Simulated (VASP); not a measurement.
```
CELL_PARAMETERS angstrom
      0.00000     2.70710     2.70710
      2.70710     0.00000     2.70710
      2.70710     2.70710     0.00000
ATOMIC_POSITIONS crystal
  Ce 0.00000 0.00000 0.00000
  O  0.25000 0.25000 0.25000
  O  0.75000 0.75000 0.75000
```

The numbers are results of MS2 meta-GGA, VASP's PBE PAW potentials (set 64) (plane waves; VASP), not measurements. Settings: 520 eV cut-off, 8×8×8 Γ-centred mesh, tetrahedra with Blöchl corrections, potentials Ce O.

Estimate the energy per atom (σ→0), band gap (over mesh and band path) with the smallest direct gap where there is one.

```
Quantity                                               Result
---------------------------------------------  --------------
band gap (over mesh and band path)                    2.13 eV
smallest direct gap (over mesh and band path)         2.23 eV
energy per atom (σ→0)                          -7.956 eV/atom
```

Only differences to runs with the same potentials and settings are physical.

The compound is CeO2 in the fluorite structure. It was relaxed first. The run is not spin-polarised, so no magnetic state was tried.
